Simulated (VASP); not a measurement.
Yb:

```
Yb
1.0
     0.00000    2.74500    2.74500
     2.74500    0.00000    2.74500
     2.74500    2.74500    0.00000
Yb
1
Cartesian
  0.0000 0.0000 0.0000
```

- Program: VASP 6.6.1
- Task: relaxation of cell and atoms
- Functional: PBE
- Potentials or basis: VASP PAW PBE potentials, release 64 (Yb)
- Cutoff: 600 eV
- k mesh: 12 × 12 × 12
- Occupations: gaussian, width 0.01 eV
- Spin: no spin polarisation

At the start: pressure -3.0 GPa; volume 41.37 Å³/atom.

**Question.** How do energy, volume and symmetry change on relaxing?

**Answer.** Over 26 steps the energy falls by 54.0 meV/atom and the volume is 35.26 Å³/atom (-14.8 %); space group Fm-3m (No. 225, to 0.05 Å).

Step by step:
```
step  energy change (eV)  largest force (eV/Å)  pressure (GPa)  volume (Å³)
   1              0.0000                0.0000           -3.00        41.37
   2             -0.0490                0.0000           -0.89        36.91
   3             -0.0539                0.0000           -0.09        35.39
   4             -0.0540                0.0000           -0.05        35.23
   5             -0.0539                0.0000            0.04        34.93
   6             -0.0540                0.0000            0.30        35.05
   7             -0.0539                0.0000           -0.07        35.41
   8             -0.0540                0.0000            0.33        35.34
   9             -0.0539                0.0000           -0.05        35.40
  10             -0.0539                0.0000            0.28        35.37
  11             -0.0539                0.0000           -0.15        35.39
  12             -0.0539                0.0000           -0.06        35.38
  13             -0.0539                0.0000           -0.09        35.37
  14             -0.0540                0.0000           -0.06        35.26
  15             -0.0539                0.0000           -0.03        35.00
  16             -0.0530                0.0000            0.41        34.47
  17             -0.0539                0.0000            0.41        34.96
  18             -0.0539                0.0000            0.12        34.99
  19             -0.0540                0.0000            0.08        35.11
  20             -0.0540                0.0000           -0.37        35.36
  21             -0.0540                0.0000           -0.52        35.16
  22             -0.0540                0.0000            0.10        35.12
  23             -0.0540                0.0000            0.06        35.14
  24             -0.0540                0.0000            0.74        35.15
  25             -0.0540                0.0000            0.16        35.15
  26             -0.0540                0.0000           -0.02        35.26
```

Final structure:
```xyz
1
Lattice="0.0000 2.6026 2.6026 2.6026 0.0000 2.6026 2.6026 2.6026 0.0000" Properties=species:S:1:pos:R:3 pbc="T T T"
Yb    2.6026    0.0000    2.6026
```
